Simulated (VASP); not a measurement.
Calculation: SCAN meta-GGA, VASP's PBE PAW potentials (set 64) (plane waves; VASP).

VASP input:

### POSCAR
```
YbSe
1.0
  0.0000000000   2.9095091888   2.9095091888
  2.9095091888   0.0000000000   2.9095091888
  2.9095091888   2.9095091888   0.0000000000
Yb Se
1 1
Direct
  0.5000000000   0.5000000000   0.5000000000
  1.0000000000   1.0000000000   1.0000000000
```

INCAR:
```
SYSTEM = YbSe
PREC = Accurate; ENCUT = 400; LREAL = .False.
LASPH = .True.
EDIFF = 1E-6; NELM = 100; ALGO = Normal
LMAXMIX = 6; LMIXTAU = .True.
ISMEAR = 0; SIGMA = 0.05
METAGGA = SCAN
IBRION = 2; NSW = 60; ISIF = 3
EDIFFG = -0.01
LWAVE = .False.; LCHARG = .False.
```

File KPOINTS:
```
Automatic mesh
0
Gamma
7 7 7
```

POTCAR, in this order: Yb_2 Se (PBE.64 set). Program: vasp_std.

What VASP printed:

File OSZICAR:
```
       N       E                     dE             d eps       ncg     rms          rms(c)
DAV:   1    -0.321014025850E+02   -0.32101E+02   -0.60033E+03   440   0.101E+03
DAV:   2    -0.743812127599E+02   -0.42280E+02   -0.39844E+02   543   0.185E+02
DAV:   3    -0.761020160944E+02   -0.17208E+01   -0.17010E+01   578   0.280E+01
DAV:   4    -0.761133389226E+02   -0.11323E-01   -0.11316E-01   531   0.227E+00
DAV:   5    -0.761134244991E+02   -0.85576E-04   -0.85572E-04   550   0.202E-01    0.152E+01
DAV:   6    -0.751480365085E+02    0.96539E+00   -0.14166E+00   506   0.114E+01    0.917E+00
DAV:   7    -0.753234154673E+02   -0.17538E+00   -0.26047E-01   476   0.547E+00    0.165E+00
DAV:   8    -0.753850056924E+02   -0.61590E-01   -0.24924E-01   482   0.516E+00    0.655E-01
DAV:   9    -0.752589310498E+02    0.12607E+00   -0.12710E-01   461   0.313E+00    0.492E-01
DAV:  10    -0.753994293743E+02   -0.14050E+00   -0.63885E-02   443   0.234E+00    0.162E-01
DAV:  11    -0.753990921881E+02    0.33719E-03   -0.31680E-03   506   0.473E-01    0.236E-01
DAV:  12    -0.753994156990E+02   -0.32351E-03   -0.15534E-03   446   0.438E-01    0.183E-01
DAV:  13    -0.753989651949E+02    0.45050E-03   -0.31937E-03   446   0.666E-01    0.178E-01
DAV:  14    -0.754006054124E+02   -0.16402E-02   -0.63881E-04   452   0.280E-01    0.126E-01
DAV:  15    -0.754006678351E+02   -0.62423E-04   -0.19986E-04   488   0.149E-01    0.627E-02
DAV:  16    -0.754004842222E+02    0.18361E-03   -0.74163E-05   482   0.958E-02    0.268E-02
DAV:  17    -0.754006081611E+02   -0.12394E-03   -0.52639E-05   446   0.979E-02    0.252E-02
DAV:  18    -0.754006045306E+02    0.36304E-05   -0.10712E-05   452   0.409E-02    0.174E-02
DAV:  19    -0.754006325325E+02   -0.28002E-04   -0.46160E-06   503   0.213E-02    0.716E-03
DAV:  20    -0.754006274544E+02    0.50781E-05   -0.98805E-07   338   0.783E-03    0.172E-03
DAV:  21    -0.754006301221E+02   -0.26676E-05   -0.16198E-07   229   0.404E-03    0.664E-04
DAV:  22    -0.754006305429E+02   -0.42080E-06   -0.39359E-08   229   0.223E-03
   1 F= -.75400631E+02 E0= -.75400631E+02  d E =-.754006E+02
```

OUTCAR:
```
------------------------ aborting loop because EDIFF is reached ----------------------------------------
  FORCE on cell =-STRESS in cart. coord.  units (eV):
  Direction    XX          YY          ZZ          XY          YZ          ZX
  --------------------------------------------------------------------------------------
  Total       -0.0000359     -0.0000359     -0.0000359      0.0000000      0.0000000      0.0000000
  in kB       -0.0011677     -0.0011677     -0.0011677      0.0000000      0.0000000      0.0000000
  external PRESSURE =      -0.0011677 kB  Pullay stress =       0.0000000 kB
  volume of cell :       49.26
      direct lattice vectors                 reciprocal lattice vectors
     0.000000000  2.909509189  2.909509189    -0.171850291  0.171850291  0.171850291
     2.909509189  0.000000000  2.909509189     0.171850291 -0.171850291  0.171850291
     2.909509189  2.909509189  0.000000000     0.171850291  0.171850291 -0.171850291
 POSITION                                       TOTAL-FORCE (eV/Angst)
 -----------------------------------------------------------------------------------
      2.90951      2.90951      2.90951        -0.000000     -0.000000     -0.000000
      0.00000      0.00000      0.00000         0.000000      0.000000      0.000000
 -----------------------------------------------------------------------------------
    total drift:                                0.000000      0.000000      0.000000
  FREE ENERGIE OF THE ION-ELECTRON SYSTEM (eV)
  ---------------------------------------------------
  free  energy   TOTEN  =       -75.4006305429 eV

  energy  without entropy=      -75.4006305429  energy(sigma->0) =      -75.40063054

 reached required accuracy - stopping structural energy minimisation
```
(Selected blocks of OUTCAR.)

The 4f electrons are frozen in the core of the lanthanide potential, so 4f levels, which can set the real gap, and their magnetism are missing.

The structure comes from a measured YbSe entry (Fm-3m) of the Crystallography Open Database, whose conditions weren't checked. It was relaxed first, which changed the volume by -6 %. The start is the result of an earlier pass.
